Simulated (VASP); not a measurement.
All values below come from LDA (Ceperley-Alder, Perdew-Zunger), VASP's LDA PAW potentials (set 64) (plane waves; VASP).

The input files of a VASP run:

### INCAR
```
SYSTEM = SiO2
PREC = Accurate
ENCUT = 520
EDIFF = 1E-6
NELM = 100
ALGO = Normal
LREAL = .FALSE.
LASPH = .TRUE.
ISMEAR = 0
SIGMA = 0.05
LWAVE = .FALSE.
LCHARG = .FALSE.
IBRION = 2
ISIF = 3
NSW = 60
EDIFFG = -0.02
```

File POSCAR:
```
SiO2
1.0
  4.1567994890   0.0000000000   0.0000000000
  0.0000000000   4.1567994890   0.0000000000
  0.0000000000   0.0000000000   2.6655413395
Si O
2 4
Cart
  4.1567994890   0.0000000000   0.0000000000
  2.0783997445   2.0783997445   1.3327706697
  1.2694452582   1.2694452582   0.0000000000
  3.3478450027   0.8089544863   1.3327706697
  0.8089544863   3.3478450027   1.3327706697
  2.8873542308   2.8873542308   2.6655413395
```

KPOINTS:
```
Automatic mesh
0
Gamma
5 5 8
0 0 0
```

POTCAR, in this order: Si O (LDA.64 set). Program: vasp_std.

Output of the run:

File OUTCAR:
```
 ion  position               nearest neighbor table
   1  0.000  0.000  0.000-   4 1.76   5 1.76   4 1.76   5 1.76   3 1.80   6 1.80
   2  0.500  0.500  0.500-   3 1.76   6 1.76   3 1.76   6 1.76   5 1.80   4 1.80
   3  0.305  0.305  0.000-   2 1.76   2 1.76   1 1.80
   4  0.805  0.195  0.500-   1 1.76   1 1.76   2 1.80
   5  0.195  0.805  0.500-   1 1.76   1 1.76   2 1.80
   6  0.695  0.695  0.000-   2 1.76   2 1.76   1 1.80
  LATTYP: Found a simple tetragonal cell.
 ALAT       =     4.1567994890
 C/A-ratio  =     0.6412484765
 Subroutine PRICEL returns:
 Original cell was already a primitive cell.
 Subroutine GETGRP returns: Found 16 space group operations
The static configuration has the point symmetry D_2h.
 The point group associated with its full space group is D_4h.
The dynamic configuration has the point symmetry D_2h.
 Subroutine INISYM returns: Found 16 space group operations
 Subroutine IBZKPT returns following result:
 Found     30 irreducible k-points:

 Following reciprocal coordinates:
            Coordinates               Weight
  0.000000  0.000000  0.000000      1.000000
  0.200000  0.000000  0.000000      4.000000
  0.400000  0.000000  0.000000      4.000000
  0.200000  0.200000  0.000000      4.000000
  0.400000  0.200000  0.000000      8.000000
  0.400000  0.400000  0.000000      4.000000
  0.000000  0.000000  0.125000      2.000000
  0.200000  0.000000  0.125000      8.000000
  0.400000  0.000000  0.125000      8.000000
  0.200000  0.200000  0.125000      8.000000
  0.400000  0.200000  0.125000     16.000000
  0.400000  0.400000  0.125000      8.000000
  0.000000  0.000000  0.250000      2.000000
  0.200000  0.000000  0.250000      8.000000
  0.400000  0.000000  0.250000      8.000000
  0.200000  0.200000  0.250000      8.000000
  0.400000  0.200000  0.250000     16.000000
  0.400000  0.400000  0.250000      8.000000
...
```

### OSZICAR
```
       N       E                     dE             d eps       ncg     rms          rms(c)
DAV:   1     0.157593035023E+03    0.15759E+03   -0.18328E+04  1224   0.154E+03
DAV:   2    -0.505518879898E+02   -0.20814E+03   -0.20033E+03  1640   0.324E+02
DAV:   3    -0.568448861797E+02   -0.62930E+01   -0.62760E+01  1440   0.606E+01
DAV:   4    -0.568916364296E+02   -0.46750E-01   -0.46687E-01  1412   0.597E+00
DAV:   5    -0.568921476715E+02   -0.51124E-03   -0.51115E-03  1404   0.608E-01    0.180E+01
DAV:   6    -0.520670900885E+02    0.48251E+01   -0.19068E+01  1356   0.307E+01    0.861E+00
DAV:   7    -0.520048978162E+02    0.62192E-01   -0.56581E-01  1408   0.515E+00    0.306E+00
DAV:   8    -0.519756663318E+02    0.29231E-01   -0.18216E-02  1368   0.138E+00    0.110E+00
DAV:   9    -0.519704836286E+02    0.51827E-02   -0.46747E-03  1388   0.687E-01    0.230E-01
DAV:  10    -0.519705009378E+02   -0.17309E-04   -0.25580E-04  1392   0.146E-01    0.551E-02
DAV:  11    -0.519704904875E+02    0.10450E-04   -0.38651E-05  1408   0.516E-02    0.173E-02
DAV:  12    -0.519704898013E+02    0.68620E-06   -0.52361E-06  1344   0.172E-02
   1 F= -.51970490E+02 E0= -.51970490E+02  d E =-.519705E+02
```

OUTCAR:
```
------------------------ aborting loop because EDIFF is reached ----------------------------------------
  FORCE on cell =-STRESS in cart. coord.  units (eV):
  Direction    XX          YY          ZZ          XY          YZ          ZX
  --------------------------------------------------------------------------------------
  Total        0.0087121      0.0087121      0.1111346      0.0000000      0.0000000      0.0000000
  in kB        0.3030596      0.3030596      3.8659518      0.0000000      0.0000000      0.0000000
  external PRESSURE =       1.4906904 kB  Pullay stress =       0.0000000 kB
  volume of cell :       46.06
      direct lattice vectors                 reciprocal lattice vectors
     4.156799489  0.000000000  0.000000000     0.240569699  0.000000000  0.000000000
     0.000000000  4.156799489  0.000000000     0.000000000  0.240569699  0.000000000
     0.000000000  0.000000000  2.665541339     0.000000000  0.000000000  0.375158316
 POSITION                                       TOTAL-FORCE (eV/Angst)
 -----------------------------------------------------------------------------------
      0.00000      0.00000      0.00000         0.000000      0.000000      0.000000
      2.07840      2.07840      1.33277         0.000000      0.000000      0.000000
      1.26945      1.26945      0.00000         0.007797      0.007797      0.000000
      3.34785      0.80895      1.33277         0.007797     -0.007797      0.000000
      0.80895      3.34785      1.33277        -0.007797      0.007797      0.000000
      2.88735      2.88735      0.00000        -0.007797     -0.007797      0.000000
 -----------------------------------------------------------------------------------
    total drift:                                0.000000      0.000000      0.000000
  FREE ENERGIE OF THE ION-ELECTRON SYSTEM (eV)
  ---------------------------------------------------
  free  energy   TOTEN  =       -51.9704898013 eV

  energy  without entropy=      -51.9704898013  energy(sigma->0) =      -51.97048980

 reached required accuracy - stopping structural energy minimisation
```
(Selected blocks of OUTCAR.)

The compound is SiO2 in the rutile structure, stishovite, a high-pressure form. It was relaxed first. The start is the result of an earlier pass.
